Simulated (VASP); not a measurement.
Output of a VASP run:

**OSZICAR**
```
       N       E                     dE             d eps       ncg     rms          rms(c)
DAV:   1     0.104790581852E+03    0.10479E+03   -0.10107E+04  6752   0.219E+03
DAV:   2     0.799707388130E+00   -0.10399E+03   -0.10151E+03  6508   0.304E+02
DAV:   3    -0.279016148349E+01   -0.35899E+01   -0.35852E+01  8020   0.766E+01
DAV:   4    -0.281106349406E+01   -0.20902E-01   -0.20901E-01  7460   0.526E+00
DAV:   5    -0.281131343267E+01   -0.24994E-03   -0.24994E-03  8381   0.587E-01    0.611E+00
DAV:   6    -0.257628905758E+01    0.23502E+00   -0.37206E+00  6501   0.498E+01    0.277E+00
DAV:   7    -0.245556839304E+01    0.12072E+00   -0.70856E-01  6613   0.267E+01    0.217E+00
DAV:   8    -0.244645744411E+01    0.91109E-02   -0.26271E-02  9914   0.299E+00    0.706E-01
DAV:   9    -0.244471783778E+01    0.17396E-02   -0.29635E-03  7656   0.119E+00    0.462E-02
DAV:  10    -0.244472637034E+01   -0.85326E-05   -0.17982E-04  9783   0.197E-01    0.399E-02
DAV:  11    -0.244472329213E+01    0.30782E-05   -0.81189E-06  8295   0.661E-02    0.984E-03
DAV:  12    -0.244472287097E+01    0.42116E-06   -0.38509E-07  3807   0.164E-02
   1 F= -.24447229E+01 E0= -.24448357E+01  d E =0.338588E-03
```

**OUTCAR**
```
------------------------ aborting loop because EDIFF is reached ----------------------------------------
  FORCE on cell =-STRESS in cart. coord.  units (eV):
  Direction    XX          YY          ZZ          XY          YZ          ZX
  --------------------------------------------------------------------------------------
  Total       -0.1265593     -0.3834106      0.0344248      0.0000000      0.0000000      0.0000000
  in kB       -7.9648962    -24.1295975      2.1664916      0.0000000      0.0000000      0.0000000
  external PRESSURE =      -9.9760007 kB  Pullay stress =       0.0000000 kB
  volume of cell :       25.46
      direct lattice vectors                 reciprocal lattice vectors
     2.942645000  0.000000000  0.000000000     0.339830323  0.000000000  0.000000000
     0.000000000  3.021700000  0.000000000     0.000000000  0.330939537  0.000000000
     0.000000000  0.000000000  2.863093000     0.000000000  0.000000000  0.349272622
 POSITION                                       TOTAL-FORCE (eV/Angst)
 -----------------------------------------------------------------------------------
      1.47132      1.51085      1.43155         0.322296      0.000000      0.000000
      0.08301      0.00000      0.00000        -0.322296      0.000000      0.000000
 -----------------------------------------------------------------------------------
    total drift:                                0.001426      0.000000      0.000023
  FREE ENERGIE OF THE ION-ELECTRON SYSTEM (eV)
  ---------------------------------------------------
  free  energy   TOTEN  =        -2.4447228710 eV

  energy  without entropy=       -2.4450614586  energy(sigma->0) =       -2.44483573

 total charge

# of ion       s       p       d       tot
------------------------------------------
    1        0.577   0.490   9.835  10.903
    2        0.414   0.354   9.366  10.134
--------------------------------------------------
tot          0.991   0.845  19.201  21.038
```
(Selected blocks of OUTCAR.)

File POSCAR:
```
CuZn
1
    2.9426450000     0.0000000000     0.0000000000
    0.0000000000     3.0217000000     0.0000000000
    0.0000000000     0.0000000000     2.8630930000
Zn Cu
1 1
Direct
  0.5000000000   0.5000000000   0.5000000000
  0.0282090000   0.0000000000   0.0000000000
```

Write an INCAR and KPOINTS that could have produced this output.

This is not unique; one that fits is the input of the run itself, PBE GGA + U (Dudarev), plane waves, VASP's PBE PAW potentials (set 64).

### INCAR
```
# general
SYSTEM    = CuZn
PREC      = Accurate
ENCUT     = 400
LREAL     = .False.   # projection in real space or not
LASPH     = .True.   # aspherical one-centre terms

# electronic loop
EDIFF     = 1E-6   # SCF stop (eV)
NELM      = 100   # most electronic steps
ALGO      = Normal   # blocked Davidson
LMAXMIX   = 4

# smearing
ISMEAR    = 1   # Methfessel-Paxton
SIGMA     = 0.1   # width (eV)

# functional
GGA       = PE   # PBE

# DFT+U
LDAU      = .True.
LDAUTYPE  = 2   # Dudarev
LDAUL     = 2 2
LDAUU     = 6.0 6.0
LDAUJ     = 0 0
LDAUPRINT = 1

# ions
ISIF      = 2

# output
LWAVE     = .False.
LCHARG    = .False.
LORBIT    = 10
```

File KPOINTS:
```
Automatic mesh
0
Gamma
11 11 11
0 0 0
```

POTCAR, in this order: Zn Cu (PBE.64 set). Program: vasp_std.

The compound is CuZn in the CsCl type structure. The cell was not relaxed at this level, atoms are displaced from their ideal sites. The run is one of a series of settings (LDAU = .TRUE., LDAUJ = 0 0, LDAUL = 2 2, LDAUTYPE = 2, LDAUU = 6.0 6.0 against the base run), some of them coarse on purpose. The electron count is odd and the run is not spin-polarised, which forces a metal.
